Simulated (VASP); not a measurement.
Input of a VASP 6.6.1 run:

File POSCAR:

```
Nb
1.0
   -1.6588161900      1.6588161900      1.6588161900
    1.6588161900     -1.6588161900      1.6588161900
    1.6588161900      1.6588161900     -1.6588161900
Nb
1
Direct
    0.0000000000      0.0000000000      0.0000000000
```

Contents of INCAR.step1:

```
SYSTEM = Nb
PREC = Accurate ; ENCUT = 600
EDIFF = 1E-8 ; ISMEAR = 0
SIGMA = 0.1 ; LREAL = .False.
LASPH = .True. ; NELM = 100
ALGO = Normal ; ISIF = 3
LWAVE = .False. ; LCHARG = .False.
GGA = CA ; IBRION = 2
NSW = 40 ; EDIFFG = -0.002
```

File INCAR.step2:

```
SYSTEM = Nb
PREC = Accurate ; ENCUT = 600
EDIFF = 1E-8 ; ISMEAR = 0
SIGMA = 0.1 ; LREAL = .False.
LASPH = .True. ; NELM = 100
ALGO = Normal ; ISIF = 3
LWAVE = .False. ; LCHARG = .False.
GGA = CA ; IBRION = 6
NFREE = 2 ; POTIM = 0.015
NSW = 1
```

Contents of KPOINTS:

```
Automatic mesh
0
Gamma
  18 18 18
  0 0 0
```

Potentials or basis: VASP PAW LDA potentials, release 64 (Nb_sv).

Command:

```console
$ cat potpaw_LDA.64/Nb_sv/POTCAR > POTCAR
$ cp INCAR.step1 INCAR
$ mpirun -np 1 vasp_std > vasp.out
$ cp CONTCAR POSCAR
$ cp INCAR.step2 INCAR
$ mpirun -np 1 vasp_std > vasp.out
```

Problem. Estimate the elastic constants C11, C12, C44.

Solution. 266, 149, -2 GPa.

Problem. Estimate the Voigt bulk modulus.

Solution. 188 GPa.

Problem. Estimate the relaxed cell.

Solution. a = 2.812 Å, b = 2.812 Å, c = 2.812 Å, α = 109.47°, β = 109.47°, γ = 109.47°.

Problem. Estimate the space group after relaxing (to 0.05 Å).

Solution. Im-3m (No. 229).

Problem. What does it give for the relaxed volume?

Solution. 17.12 Å³/atom.

Elastic tensor in Voigt notation (GPa, in the Cartesian axes of the cell as first typed):
```
266 149 149   0   0   0
149 266 149   0   0   0
149 149 266   0   0   0
  0   0   0  -2   0   0
  0   0   0   0  -2   0
  0   0   0   0   0  -2
```

Caveat: the elastic tensor has a negative eigenvalue, so either the cell is unstable as it stands or the mesh is too thin.
